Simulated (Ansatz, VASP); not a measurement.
# MnS (Browneite): VASP beside Ansatz

One calculation is typed for both programs; each brings its own data sets and cutoff. How far apart do they land? The cell is taken from a series of VASP runs on this material, whose earlier steps may have relaxed, scaled or displaced it; both programs get it as it stands. Other levels of theory on this material are compared in a session of their own.

Calculated with Ansatz 0.2.0; plane waves, with VASP 6.6.1 beside it; band structure at PBEsol, DFT+U.

**1. Starting point**

The structure is tetragonal, space group I-4m2 (No. 119). Conventional cell: a = 3.989 Å, b = 3.989 Å, c = 5.512 Å, α = 90.00°, β = 90.00°, γ = 90.00°. Mn has 4 S at 2.42 Å nearest. Nearest to S lie 4 Mn at 2.42 Å. Farther neighbours and most contacts between anions are not listed.

**2. VASP: band structure, PBEsol, DFT+U**

With cell and atoms fixed, the geometry can't cause a difference; cores, projectors, grids and the points listed under the comparison can.

Lines of VASP's logs that name or quote its potential files are left out, and so is its time.

Contents of INCAR:

```
SYSTEM = MnS
PREC = Accurate
ENCUT = 400
EDIFF = 1E-06
NELM = 100
ISMEAR = 0
SIGMA = 0.05
LREAL = .FALSE.
ALGO = Normal
GGA = PS
NBANDS = 35
ISPIN = 2
MAGMOM = 4.475 -4.475 0 0
LDAU = .TRUE.
LDAUTYPE = 2
LDAUL = 2 -1
LDAUU = 4 0
LDAUJ = 0 0
LDAUPRINT = 1
LASPH = .TRUE.
LMAXMIX = 4
LORBIT = 11
LWAVE = .FALSE.
LCHARG = .FALSE.
KPAR = 4
```

Contents of POSCAR:

```
MnS
1.0
    0.0000000000      5.6408816588      5.5124629910
    2.8204408294      2.8204408294      5.5124629910
    2.8204408294      2.8204408294      0.0000000000
Mn S
2 2
Direct
    0.0000000000      0.0000000000      0.0000000000
    0.5000000000      0.0000000000      0.0000000000
    0.0000000000      0.2500000000      0.2500000000
    0.5000000000      0.2500000000      0.2500000000
```

Contents of KPOINTS:

```
Automatic mesh
0
Gamma
8 8 8
0 0 0
```

Contents of KPOINTS_OPT:

```
Line mode
16
Line-mode
Reciprocal
  0.00000000   0.00000000   0.00000000 GAMMA
 -0.50000000   0.00000000   0.00000000 X

 -0.50000000   0.00000000   0.00000000 X
  0.00000000   0.50000000   0.50000000 M

  0.00000000   0.50000000   0.50000000 M
  0.00000000   0.00000000   0.00000000 GAMMA

  0.00000000   0.00000000   0.00000000 GAMMA
 -0.50000000  -0.50000000   0.00000000 Z

 -0.50000000  -0.50000000   0.00000000 Z
 -1.00000000  -0.50000000   0.00000000 R

 -1.00000000  -0.50000000   0.00000000 R
 -0.50000000   0.00000000   0.50000000 A

 -0.50000000   0.00000000   0.50000000 A
 -0.50000000  -0.50000000   0.00000000 Z

 -0.50000000   0.00000000   0.00000000 X
 -1.00000000  -0.50000000   0.00000000 R

  0.00000000   0.50000000   0.50000000 M
 -0.50000000   0.00000000   0.50000000 A
```

Potentials, in the order of the species: Mn_pv and S (PBE family, release 64).

Started as:

```bash
> mpirun -np 4 vasp_std
```

Numbers of over 12 decimals in the logs are rounded to 6 here.

Output:

```text
[banner, memory and clock lines left out]
running    4 mpi-ranks, on    1 nodes
 distrk:  each k-point on    1 cores,    4 groups
 distr:  one band on    1 cores,    1 groups

 POSCAR found type information on POSCAR MnS
 POSCAR found :  2 types and       4 ions
|                                                                             |
|               ----> ADVICE to this user running VASP <----                  |
|                                                                             |
|     You enforced a specific xc type in the INCAR file but a different       |
|     [... a line on the potential file left out ...]
|     I HOPE YOU KNOW WHAT YOU ARE DOING!                                     |
|                                                                             |

 LDA part: xc-table for (Slater+PW92), standard interpolation
 POSCAR, INCAR and KPOINTS ok, starting setup
 FFT: planning ... GRIDC
 FFT: planning ... GRID_SOFT
 FFT: planning ... GRID
 WAVECAR not read
 entering main loop
       N       E                     dE             d eps       ncg     rms          rms(c)
DAV:   1     0.330133131435E+03    0.33013E+03   -0.17692E+04 11572   0.923E+02
DAV:   2    -0.355026689160E+01   -0.33368E+03   -0.31590E+03 11097   0.295E+02
DAV:   3    -0.266593689507E+02   -0.23109E+02   -0.22790E+02 12442   0.873E+01
DAV:   4    -0.270918389258E+02   -0.43247E+00   -0.43172E+00 11642   0.122E+01
DAV:   5    -0.270996126092E+02   -0.77737E-02   -0.77728E-02 12376   0.177E+00    0.141E+01
DAV:   6    -0.266296165411E+02    0.47000E+00   -0.12606E+01 11240   0.358E+01    0.164E+01
DAV:   7    -0.273765723829E+02   -0.74696E+00   -0.25363E+00 11293   0.982E+00    0.923E+00
DAV:   8    -0.273606465578E+02    0.15926E-01   -0.17988E-01 12050   0.348E+00    0.504E+00
DAV:   9    -0.273540316411E+02    0.66149E-02   -0.40318E-02 11223   0.150E+00    0.440E-01
DAV:  10    -0.273551364873E+02   -0.11048E-02   -0.89567E-03 11314   0.112E+00    0.329E-01
DAV:  11    -0.273554151725E+02   -0.27869E-03   -0.12906E-03 11563   0.197E-01    0.199E-01
DAV:  12    -0.273555268311E+02   -0.11166E-03   -0.22226E-04 11255   0.799E-02    0.896E-02
DAV:  13    -0.273555806810E+02   -0.53850E-04   -0.29532E-05 11802   0.521E-02    0.348E-02
DAV:  14    -0.273555760096E+02    0.46714E-05   -0.18451E-05 12225   0.197E-02    0.147E-02
DAV:  15    -0.273555814853E+02   -0.54757E-05   -0.34425E-06 11423   0.174E-02    0.526E-03
DAV:  16    -0.273555816390E+02   -0.15367E-06   -0.92499E-07  6340   0.501E-03
   1 F= -.27355582E+02 E0= -.27355582E+02  d E =-.605958E-23  mag=     0.0000
 Start KPOINTS_OPT (optional k-point list driver)
k-point batch [1-75\144]
       N       E                     dE             ncg
DAV:   1    -0.153624811114E+05   -0.58278E+05    11588
DAV:   2    -0.397781667824E+05   -0.24416E+05    10995
DAV:   3    -0.413925498292E+05   -0.16144E+04    12370
DAV:   4    -0.414219009588E+05   -0.29351E+02    11948
DAV:   5    -0.414224665312E+05   -0.56557E+00    12270
DAV:   6    -0.414224868494E+05   -0.20318E-01    12247
DAV:   7    -0.414224878206E+05   -0.97118E-03    12461
DAV:   8    -0.414224878734E+05   -0.52831E-04    11275
DAV:   9    -0.414224878763E+05   -0.28269E-05     7744
DAV:  10    -0.414224878769E+05   -0.60824E-06     7291
k-point batch [76-144\144]
       N       E                     dE             ncg
DAV:   1    -0.104118670627E+05   -0.83763E+05    10724
DAV:   2    -0.328043916247E+05   -0.22393E+05    10292
DAV:   3    -0.342685177360E+05   -0.14641E+04    11471
DAV:   4    -0.342945453947E+05   -0.26028E+02    10629
DAV:   5    -0.342950482936E+05   -0.50290E+00    11389
DAV:   6    -0.342950659755E+05   -0.17682E-01    10752
DAV:   7    -0.342950667951E+05   -0.81958E-03    11468
DAV:   8    -0.342950668389E+05   -0.43767E-04     9824
DAV:   9    -0.342950668411E+05   -0.22534E-05     6384
DAV:  10    -0.342950668416E+05   -0.50168E-06     6252
```

From OUTCAR (step 2):

```text
ion  position               nearest neighbor table
   1  0.000  0.000  0.000-   3 2.42   4 2.42   3 2.42   4 2.42
   2  0.500  0.000  0.000-   4 2.42   3 2.42   4 2.42   3 2.42
   3  0.000  0.250  0.250-   1 2.42   2 2.42   2 2.42   1 2.42
   4  0.500  0.250  0.250-   2 2.42   1 2.42   2 2.42   1 2.42

  LATTYP: Found a simple tetragonal cell.
 ALAT       =     3.9887056728
 C/A-ratio  =     1.3820179886

 Subroutine GETGRP returns: Found  8 space group operations
 (whereof  8 operations were pure point group operations)

The static configuration has the point symmetry D_2d.

 Found     75 irreducible k-points:

   k-points           NKPTS =     75   k-points in BZ     NKDIM =     75   number of bands    NBANDS=     35

   dimension x,y,z NGX =    54 NGY =   48 NGZ =   28
   dimension x,y,z NGXF=   108 NGYF=   96 NGZF=   56

   ENCUT  =  400.0 eV  29.40 Ry    5.42 a.u.  12.86 11.10  6.50*2*pi/ulx,y,z

   NELECT =      38.0000    total number of electrons

 k-points in reciprocal lattice and weights: Automatic mesh
   0.00000000  0.00000000  0.00000000       0.002
   0.12500000  0.00000000  0.00000000       0.008
   0.25000000  0.00000000  0.00000000       0.008
   0.37500000  0.00000000  0.00000000       0.008
   0.50000000  0.00000000  0.00000000       0.004
   0.00000000  0.12500000  0.00000000       0.016
   0.12500000  0.12500000  0.00000000       0.004
   0.37500000  0.12500000  0.00000000       0.016
   0.50000000  0.12500000  0.00000000       0.016
[...]
-0.12500000  0.37500000  0.50000000       0.004
   0.00000000  0.50000000  0.50000000       0.002

atom =   1  type =  1  l = 2

 onsite density matrix

spin component  1

  0.9304 -0.0000 -0.0000  0.0000 -0.0000
 -0.0000  0.9335  0.0000 -0.0000 -0.0000
 -0.0000  0.0000  0.9310 -0.0000  0.0000
[...]
-0.0000 -0.0000 -0.0000 -0.0000  0.0232

spin component  2

  0.9304 -0.0000 -0.0000  0.0000 -0.0000
 -0.0000  0.9335  0.0000 -0.0000 -0.0000
 -0.0000  0.0000  0.9310 -0.0000  0.0000
  0.0000 -0.0000 -0.0000  0.9335 -0.0000
 -0.0000 -0.0000  0.0000 -0.0000  0.9300

 occupancies and eigenvectors

  o =  0.0202  v =  0.0000  0.0000 -1.0000 -0.0000 -0.0000  0.0000  0.0000  0.0000  0.0000  0.0000      0.0000  0.0000  0.0000  0.0000  0.0000  0.0000  0.0000  0.0000  0.0000  0.0000
  o =  0.0232  v =  0.0000  0.0000  0.0000  0.0000 -1.0000  0.0000  0.0000  0.0000  0.0000  0.0000      0.0000  0.0000  0.0000  0.0000  0.0000  0.0000  0.0000  0.0000  0.0000  0.0000
  o =  0.0665  v =  0.0000 -0.3587  0.0000  0.9335  0.0000  0.0000  0.0000  0.0000  0.0000  0.0000      0.0000  0.0000  0.0000  0.0000  0.0000  0.0000  0.0000  0.0000  0.0000  0.0000
  o =  0.0665  v =  0.0000 -0.9335 -0.0000 -0.3587 -0.0000  0.0000  0.0000  0.0000  0.0000  0.0000      0.0000  0.0000  0.0000  0.0000  0.0000  0.0000  0.0000  0.0000  0.0000  0.0000
  o =  0.0751  v =  1.0000  0.0000  0.0000  0.0000  0.0000  0.0000  0.0000  0.0000  0.0000  0.0000      0.0000  0.0000  0.0000  0.0000  0.0000  0.0000  0.0000  0.0000  0.0000  0.0000
  o =  0.9300  v =  0.0000  0.0000  0.0000  0.0000  0.0000  0.0000  0.0000 -0.0000  0.0000 -1.0000      0.0000  0.0000  0.0000  0.0000  0.0000  0.0000  0.0000  0.0000  0.0000  0.0000
  o =  0.9304  v =  0.0000  0.0000  0.0000  0.0000  0.0000  1.0000  0.0000  0.0000  0.0000  0.0000      0.0000  0.0000  0.0000  0.0000  0.0000  0.0000  0.0000  0.0000  0.0000  0.0000
  o =  0.9310  v =  0.0000  0.0000  0.0000  0.0000  0.0000  0.0000 -0.0000  1.0000  0.0000 -0.0000      0.0000  0.0000  0.0000  0.0000  0.0000  0.0000  0.0000  0.0000  0.0000  0.0000
  o =  0.9335  v =  0.0000  0.0000  0.0000  0.0000  0.0000  0.0000 -0.0790  0.0000 -0.9969 -0.0000      0.0000  0.0000  0.0000  0.0000  0.0000  0.0000  0.0000  0.0000  0.0000  0.0000
  o =  0.9335  v =  0.0000  0.0000  0.0000  0.0000  0.0000  0.0000 -0.9969 -0.0000  0.0790 -0.0000      0.0000  0.0000  0.0000  0.0000  0.0000  0.0000  0.0000  0.0000  0.0000  0.0000

 average (electrostatic) potential at core
       1 -70.5417       2 -70.5417       3 -87.0908       4 -87.0908

 E-fermi :   3.3709

 spin component 1
 k-point     1 :       0.0000    0.0000    0.0000
  band No.  band energies     occupation
    ...
     15       1.1070      1.00000
     16       1.1070      1.00000
     17       2.7096      1.00000
     18       3.0373      1.00000
     19       3.0374      1.00000
     20       5.7048      0.00000
     21       6.2657      0.00000
     22       6.5212      0.00000
     23       7.1048      0.00000
     24       8.1562      0.00000
    ...

 k-point     2 :       0.1250    0.0000    0.0000
  band No.  band energies     occupation
    ...
     15       0.8904      1.00000
     16       1.2093      1.00000
     17       2.5153      1.00000
     18       2.7438      1.00000
     19       3.0093      1.00000
     20       6.0642      0.00000
     21       6.5053      0.00000
     22       6.6182      0.00000
     23       7.0946      0.00000
     24       8.0625      0.00000
    ...

 k-point     3 :       0.2500    0.0000    0.0000
  band No.  band energies     occupation
    ...
     15       0.6085      1.00000
     16       1.4529      1.00000
     17       1.8635      1.00000
     18       2.4846      1.00000
     19       2.9257      1.00000
     20       6.3612      0.00000
     21       6.7413      0.00000
     22       7.1036      0.00000
     23       7.3880      0.00000
     24       7.7489      0.00000
    ...

 k-point     4 :       0.3750    0.0000    0.0000
  band No.  band energies     occupation
    ...
     15       0.4281      1.00000
     16       1.4238      1.00000
     17       1.7149      1.00000
     18       2.1415      1.00000
     19       2.8053      1.00000
     20       6.5782      0.00000
     21       6.8533      0.00000
     22       7.1900      0.00000
     23       7.3421      0.00000
     24       7.7447      0.00000
    ...

 k-point     5 :       0.5000    0.0000    0.0000
  band No.  band energies     occupation
    ...
     15       0.3015      1.00000
     16       1.3075      1.00000
     17       1.8403      1.00000
     18       1.9471      1.00000
     19       2.7347      1.00000
     20       6.6915      0.00000
     21       6.9543      0.00000
     22       7.1130      0.00000
     23       7.2973      0.00000
     24       7.5752      0.00000
    ...

 k-point     6 :       0.0000    0.1250    0.0000
  band No.  band energies     occupation
    ...
     15       0.9260      1.00000
     16       1.2248      1.00000
     17       2.3927      1.00000
     18       2.8051      1.00000
     19       3.0031      1.00000
     20       6.1906      0.00000
     21       6.5654      0.00000
     22       6.7105      0.00000
     23       7.0926      0.00000
     24       8.0062      0.00000
    ...

  Total       -0.0148477     -0.0148477     -0.0211490      0.0000000     -0.0000000      0.0000000
  in kB       -0.2712439     -0.2712439     -0.3863581      0.0000000     -0.0000000      0.0000000
  external PRESSURE =      -0.3096153 kB  Pullay stress =       0.0000000 kB

  energy-cutoff  :      400.00
  volume of cell :       87.70
      direct lattice vectors                 reciprocal lattice vectors
     0.000000000  5.640881659  5.512462991    -0.177277252  0.177277252  0.000000000
     2.820440829  2.820440829  5.512462991     0.177277252 -0.177277252  0.181407114
     2.820440829  2.820440829  0.000000000     0.177277252  0.177277252 -0.181407114

 POSITION                                       TOTAL-FORCE (eV/Angst)
 -----------------------------------------------------------------------------------
      0.00000      0.00000      0.00000         0.000000     -0.000000     -0.000000
      0.00000      2.82044      2.75623        -0.000000      0.000000      0.000000
      1.41022      1.41022      1.37812        -0.000000      0.000000      0.000000
      1.41022      4.23066      4.13435        -0.000000      0.000000      0.000000
 -----------------------------------------------------------------------------------
    total drift:                               -0.000008     -0.000012      0.000003

  FREE ENERGIE OF THE ION-ELECTRON SYSTEM (eV)
  ---------------------------------------------------
  free  energy   TOTEN  =       -27.3555816390 eV

  energy  without entropy=      -27.3555816390  energy(sigma->0) =      -27.35558164

 total charge
# of ion       s       p       d       tot
------------------------------------------
    1        0.266   6.218   4.891  11.375
    2        0.266   6.218   4.891  11.375
    3        1.306   2.454   0.000   3.761
    4        1.306   2.454   0.000   3.761
--------------------------------------------------
tot          3.145  17.344   9.783  30.271

 magnetization (x)
# of ion       s       p       d       tot
------------------------------------------
    1        0.032   0.046   4.397   4.475
    2       -0.032  -0.046  -4.397  -4.475
    3        0.000   0.000   0.000   0.000
    4        0.000   0.000   0.000   0.000
--------------------------------------------------
tot         -0.000   0.000   0.000  -0.000

[... 1 further part left out ...]
```

The run ends at a pressure of -0.03 GPa.

[end of part 1 of 2]

[Lines on the potential files, build, host, timing and source positions are cut from VASP's logs without a mark.]

[Logs are printed without paths, hosts, clocks, repeated set-up lines and the standing remarks that a program may print on its own settings, such as how far it seeks lower states.]

[Hosts, paths, dates, database ids (printed as entryN), source tags and the programs' standing remarks are cut or masked in the printed files.]
